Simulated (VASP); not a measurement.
Computed with PBEsol GGA, VASP's PBE PAW potentials (set 64) (plane waves; VASP 6.6.1).

The input files of a VASP run:

File KPOINTS:
```
Regular mesh
0
Gamma
  15 15 9
0 0 0
```

**INCAR**
```
SYSTEM = Os
PREC = Accurate; ENCUT = 500; LREAL = F
LASPH = T
EDIFF = 1E-6; NELM = 100; ALGO = Normal
LMAXMIX = 6
ISMEAR = 1; SIGMA = 0.1
GGA = PS
IBRION = 2; NSW = 40; ISIF = 3
EDIFFG = -0.02; PSTRESS = 300
LWAVE = F; LCHARG = F
```

### POSCAR
```
Os
1
    1.3451024659    -2.3297854346     0.0000000000
    1.3451024659     2.3297854346     0.0000000000
    0.0000000000     0.0000000000     4.2598254604
Os
2
Direct
  0.3333330000   0.6666670000   0.2500000000
  0.6666670000   0.3333330000   0.7500000000
```

POTCAR, in this order: Os (PBE.64 set). Program: vasp_std.

Output of the run:

File OUTCAR:
```
 ion  position               nearest neighbor table
   1  0.333  0.667  0.250-   2 2.64   2 2.64   2 2.64   2 2.64   2 2.64   2 2.64
   2  0.667  0.333  0.750-   1 2.64   1 2.64   1 2.64   1 2.64   1 2.64   1 2.64
  LATTYP: Found a hexagonal cell.
 ALAT       =     2.6902046047
 C/A-ratio  =     1.5834577983
 Subroutine PRICEL returns:
 Original cell was already a primitive cell.
 Subroutine GETGRP returns: Found 24 space group operations
The static configuration has the point symmetry D_3d.
 The point group associated with its full space group is D_6h.
The dynamic configuration has the point symmetry D_3d.
 Subroutine INISYM returns: Found 24 space group operations
 Subroutine IBZKPT returns following result:
 Found    135 irreducible k-points:

 Following reciprocal coordinates:
            Coordinates               Weight
  0.000000  0.000000  0.000000      1.000000
  0.066667 -0.000000  0.000000      6.000000
  0.133333 -0.000000  0.000000      6.000000
  0.200000 -0.000000  0.000000      6.000000
  0.266667 -0.000000  0.000000      6.000000
  0.333333 -0.000000  0.000000      6.000000
  0.400000 -0.000000  0.000000      6.000000
...
```

**OSZICAR**
```
       N       E                     dE             d eps       ncg     rms          rms(c)
DAV:   1     0.102550306683E+03    0.10255E+03   -0.75634E+03  3240   0.125E+03
DAV:   2    -0.187629563740E+02   -0.12131E+03   -0.10974E+03  3416   0.403E+02
DAV:   3    -0.257154193434E+02   -0.69525E+01   -0.64003E+01  3944   0.781E+01
DAV:   4    -0.258952362097E+02   -0.17982E+00   -0.17822E+00  3428   0.124E+01
DAV:   5    -0.258973002645E+02   -0.20641E-02   -0.20631E-02  3792   0.108E+00    0.270E+01
DAV:   6    -0.247838822361E+02    0.11134E+01   -0.11094E+00  3508   0.971E+00    0.128E+01
DAV:   7    -0.244325756202E+02    0.35131E+00   -0.84645E-01  3640   0.835E+00    0.582E-01
DAV:   8    -0.244254547628E+02    0.71209E-02   -0.88366E-03  3360   0.825E-01    0.312E-01
DAV:   9    -0.244237486257E+02    0.17061E-02   -0.14195E-03  3460   0.470E-01    0.512E-02
DAV:  10    -0.244237737721E+02   -0.25146E-04   -0.44472E-05  3692   0.639E-02    0.128E-02
DAV:  11    -0.244237501546E+02    0.23618E-04   -0.59224E-06  3332   0.308E-02    0.953E-04
DAV:  12    -0.244237496096E+02    0.54503E-06   -0.12345E-07  1708   0.410E-03
   1 F= -.19424512E+02 E0= -.19424776E+02  d E =-.194245E+02
       N       E                     dE             d eps       ncg     rms          rms(c)
DAV:   1    -0.239374415959E+02    0.48631E+00   -0.22023E+01  3240   0.431E+01    0.160E+01
DAV:   2    -0.233990592066E+02    0.53838E+00   -0.54128E-01  3460   0.898E+00    0.685E+00
DAV:   3    -0.232581383695E+02    0.14092E+00   -0.35856E-01  3872   0.650E+00    0.693E-01
DAV:   4    -0.232613244155E+02   -0.31860E-02   -0.53583E-03  3252   0.553E-01    0.142E-01
DAV:   5    -0.232623523653E+02   -0.10279E-02   -0.16504E-03  3936   0.410E-01    0.669E-02
DAV:   6    -0.232624823839E+02   -0.13002E-03   -0.12457E-04  3284   0.116E-01    0.182E-02
DAV:   7    -0.232624869377E+02   -0.45538E-05   -0.33451E-06  3564   0.255E-02    0.461E-03
DAV:   8    -0.232624870483E+02   -0.11062E-06   -0.29644E-07  1668   0.606E-03
   2 F= -.18847721E+02 E0= -.18847843E+02  d E =0.576791E+00
       N       E                     dE             d eps       ncg     rms          rms(c)
DAV:   1    -0.248617745656E+02   -0.15993E+01   -0.15730E+01  3240   0.342E+01    0.125E+01
DAV:   2    -0.244443686528E+02    0.41741E+00   -0.43019E-01  3324   0.697E+00    0.585E+00
DAV:   3    -0.243523953684E+02    0.91973E-01   -0.29578E-01  3936   0.555E+00    0.357E-01
DAV:   4    -0.243539407824E+02   -0.15454E-02   -0.60007E-03  3256   0.593E-01    0.203E-01
DAV:   5    -0.243545043450E+02   -0.56356E-03   -0.50621E-04  3688   0.169E-01    0.609E-02
DAV:   6    -0.243545904388E+02   -0.86094E-04   -0.87236E-05  3472   0.935E-02    0.168E-02
DAV:   7    -0.243545938409E+02   -0.34020E-05   -0.29815E-06  3168   0.224E-02    0.205E-03
DAV:   8    -0.243545940505E+02   -0.20969E-06   -0.17198E-07  1648   0.532E-03
   3 F= -.19439765E+02 E0= -.19440003E+02  d E =-.152525E-01
       N       E                     dE             d eps       ncg     rms          rms(c)
DAV:   1    -0.243505874603E+02    0.40064E-02   -0.10003E-03  3240   0.275E-01    0.932E-02
DAV:   2    -0.243505612978E+02    0.26162E-04   -0.28691E-05  3344   0.581E-02    0.417E-02
DAV:   3    -0.243505561661E+02    0.51317E-05   -0.20144E-05  3928   0.462E-02    0.452E-03
DAV:   4    -0.243505563303E+02   -0.16421E-06   -0.35256E-07  1636   0.487E-03
   4 F= -.19439810E+02 E0= -.19440047E+02  d E =-.152976E-01
       N       E                     dE             d eps       ncg     rms          rms(c)
DAV:   1    -0.243488018823E+02    0.17543E-02   -0.18723E-04  3240   0.119E-01    0.401E-02
DAV:   2    -0.243487971263E+02    0.47561E-05   -0.55189E-06  3304   0.258E-02    0.177E-02
DAV:   3    -0.243487964827E+02    0.64356E-06   -0.36910E-06  2580   0.201E-02
   5 F= -.19439809E+02 E0= -.19440046E+02  d E =-.152969E-01
       N       E                     dE             d eps       ncg     rms          rms(c)
DAV:   1    -0.243485110930E+02    0.28603E-03   -0.13974E-02  3288   0.105E+00    0.624E-02
DAV:   2    -0.243483814132E+02    0.12968E-03   -0.16623E-04  3900   0.172E-01    0.326E-02
DAV:   3    -0.243483407784E+02    0.40635E-04   -0.77256E-05  3548   0.767E-02    0.654E-03
DAV:   4    -0.243483410648E+02   -0.28639E-06   -0.49462E-06  3176   0.297E-02
   6 F= -.19439764E+02 E0= -.19439959E+02  d E =0.453410E-04
       N       E                     dE             d eps       ncg     rms          rms(c)
DAV:   1    -0.243487356943E+02   -0.39492E-03   -0.54446E-03  3288   0.653E-01    0.392E-02
DAV:   2    -0.243486854052E+02    0.50289E-04   -0.64829E-05  3892   0.108E-01    0.205E-02
DAV:   3    -0.243486691453E+02    0.16260E-04   -0.30232E-05  3552   0.481E-02    0.404E-03
DAV:   4    -0.243486692222E+02   -0.76914E-07   -0.18382E-06  2096   0.186E-02
   7 F= -.19439835E+02 E0= -.19440057E+02  d E =-.256226E-04
```

**OUTCAR**
```
------------------------ aborting loop because EDIFF is reached ----------------------------------------
  FORCE on cell =-STRESS in cart. coord.  units (eV):
  Direction    XX          YY          ZZ          XY          YZ          ZX
  --------------------------------------------------------------------------------------
  Total        4.9308720      4.9308702      4.9306451      0.0000000      0.0000000      0.0000000
  in kB      301.3468002    301.3466927    301.3329332      0.0000000      0.0000000      0.0000000
  external PRESSURE =       1.3421420 kB  Pullay stress =     300.0000000 kB
  volume of cell :       26.22
      direct lattice vectors                 reciprocal lattice vectors
     1.336568238 -2.315003682  0.000000000     0.374092385 -0.215982378  0.000000000
     1.336568238  2.315003682  0.000000000     0.374092385  0.215982378  0.000000000
    -0.000000000 -0.000000000  4.236379996    -0.000000000 -0.000000000  0.236050591
 POSITION                                       TOTAL-FORCE (eV/Angst)
 -----------------------------------------------------------------------------------
      1.33657      0.77167      1.05909         0.000000     -0.000000      0.000000
      1.33657     -0.77167      3.17728        -0.000000      0.000000      0.000000
 -----------------------------------------------------------------------------------
    total drift:                                0.000000      0.000014     -0.000020
  FREE ENERGIE OF THE ION-ELECTRON SYSTEM (eV)
  ---------------------------------------------------
  free  energy   TOTEN  =       -24.3486692222 eV

  energy  without entropy=      -24.3493362186  energy(sigma->0) =      -24.34889155
  enthalpy is  TOTEN    =       -19.4398346222 eV   P V=        4.9088346000

 reached required accuracy - stopping structural energy minimisation
```
(Selected blocks of OUTCAR.)

### CONTCAR
```
Os
   1.00000000000000
     1.3365682375725623   -2.3150036822775726    0.0000000000000000
     1.3365682375725623    2.3150036822775726    0.0000000000000000
    -0.0000000000000000   -0.0000000000000000    4.2363799962185942
  Os
     2
Direct
     0.3333330000000032    0.6666669999999968    0.2500000000000000
     0.6666669999999968    0.3333330000000032    0.7500000000000000
```

The compound is Os in the hcp structure. This run relaxes it under an external pressure of 30 GPa. Symmetry was kept, so distortions that lower it aren't found.
